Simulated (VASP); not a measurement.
Runs of VASP 6.6.1 on GaP. It takes space group F-43m (No. 216, cubic). The conventional cell has a = 5.451 Å, b = 5.451 Å, c = 5.451 Å, α = 90.00°, β = 90.00°, γ = 90.00°. Around Ga (site symmetry -43m) lie 4 P at 2.36 Å. Around P (site symmetry -43m) lie 4 Ga at 2.36 Å. 

| task | cell | k mesh | cutoff (eV) | smearing | gap on the mesh (eV) | pressure (GPa) | relaxed volume (Å³/atom) |
| --- | --- | --- | --- | --- | --- | --- | --- |
| relaxation of cell and atoms | relaxed from: cell and atoms relaxed tightly for response | 8 × 8 × 8 | 600 | gaussian 0.01 eV | 1.58 | 0.0 | 20.86 |
| relaxation of cell and atoms | relaxed | 8 × 8 × 8 | 600 | gaussian 0.02 eV | 1.58 | 0.0 | 20.86 |
| single point | F-43m, 20.85 Å³/atom | 8 × 8 × 8 | 520 | gaussian 0.02 eV | 1.58 | 0.0 | - |
| single point | F-43m, 20.24 Å³/atom | 6 × 6 × 6 | 520 | gaussian 0.1 eV | (a) | 2.5 | - |
| single point | cell and atoms relaxed tightly for response | 8 × 8 × 8 | 520 | gaussian 0.01 eV | 1.58 | 0.0 | - |

Alike in all rows: level PBE; potentials or basis VASP PAW PBE potentials, release 64 (Ga_d, P); no spin polarisation.

**Question.** Estimate the missing entries.

**Answer.** (a) 1.65.

A k mesh can miss the band edges, and the runs leave out spin-orbit coupling on Ga.
